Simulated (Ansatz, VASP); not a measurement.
## Two plane-wave programs on Al2C3

```xyz
5
Lattice="4.3383 0.0000 0.0000 -2.1692 3.7571 0.0000 0.0000 0.0000 4.7774" Properties=species:S:1:pos:R:3 pbc="T T T"
Al    0.0000    0.0000    3.6451
Al    0.0000    0.0000    1.1323
C     2.1692    0.0000    0.0000
C    -1.0846    1.8786    0.0000
C     1.0846    1.8786    0.0000
```

Alike in both runs: task relaxation of cell and atoms; functional PBE; k mesh 6 × 6 × 4; occupations gaussian, width 0.1 eV; no spin polarisation.

|  | VASP | Ansatz |
| --- | --- | --- |
| version | VASP 6.6.1 | Ansatz 0.2.0 |
| potentials or method | VASP PAW PBE potentials, release 64 (Al, C) | scalar-relativistic, plane waves, PAW |
| plane-wave cutoff (eV) | 600 | 420 |
| valence electrons in the cell | 18 | 18 |

VASP gave:

* gap on the k mesh at the Fermi level, each at its own relaxed structure (eV): none
* relaxed volume (Å³/atom): 11.53
* relaxed cell length with the largest relative difference (Å): 3.507
* energy change over the relaxation (meV/atom): -605

Problem. Which values does Ansatz return?

Solution. gap on the k mesh at the Fermi level, each at its own relaxed structure (eV): none; relaxed volume (Å³/atom): 11.96; relaxed cell length with the largest relative difference (Å): 3.640; energy change over the relaxation (meV/atom): -601.

A gap of «none» marks a metal or a gap that the smearing closes.

Caveats: the volume moved by over 15 % at a fixed basis, so the end points are rough (VASP).
